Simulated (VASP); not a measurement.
OSZICAR of a VASP run on Bi (space group R-3m):

File OSZICAR:
```
       N       E                     dE             d eps       ncg     rms          rms(c)
DAV:   1     0.254152895209E+03    0.25415E+03   -0.12869E+04   497   0.132E+03
DAV:   2     0.109015321471E+02   -0.24325E+03   -0.23916E+03   503   0.384E+02
DAV:   3    -0.727049892330E+01   -0.18172E+02   -0.17970E+02   554   0.133E+02
DAV:   4    -0.780867503112E+01   -0.53818E+00   -0.53730E+00   559   0.248E+01
DAV:   5    -0.783336780623E+01   -0.24693E-01   -0.24691E-01   696   0.435E+00    0.102E+00
DAV:   6    -0.782978184470E+01    0.35860E-02   -0.17907E-02   566   0.133E+00    0.626E-01
DAV:   7    -0.782887539121E+01    0.90645E-03   -0.12702E-02   523   0.114E+00    0.103E-01
DAV:   8    -0.782904466488E+01   -0.16927E-03   -0.14946E-03   546   0.352E-01    0.297E-02
DAV:   9    -0.782907580390E+01   -0.31139E-04   -0.11014E-04   663   0.919E-02    0.126E-02
DAV:  10    -0.782907400481E+01    0.17991E-05   -0.75264E-06   449   0.271E-02    0.492E-03
DAV:  11    -0.782907448305E+01   -0.47824E-06   -0.21806E-06   402   0.127E-02
   1 F= -.78290745E+01 E0= -.78186441E+01  d E =-.208607E-01
```

Q: Which electronic solver shows in the log?

A: It is blocked Davidson (ALGO = Normal, or the opening steps of other solvers). The INCAR had ALGO = Normal.

Q: Can the final energy be trusted as converged?

A: The calculation finished and met its thresholds. It stopped with EDIFF = 1E-6, NELM = 100 (PBE GGA, plane waves, VASP's PBE PAW potentials (set 64)).

The structure is a typed Bi crystal (R-3m). The cell was not relaxed at this level. The k-mesh is coarse (spacing up to 0.42 per Å, 2π included), so the numbers may not be converged in it. The run is one of a series of settings (KPOINTS 4×4×4 Γ-centred mesh against the base run), some of them coarse on purpose.
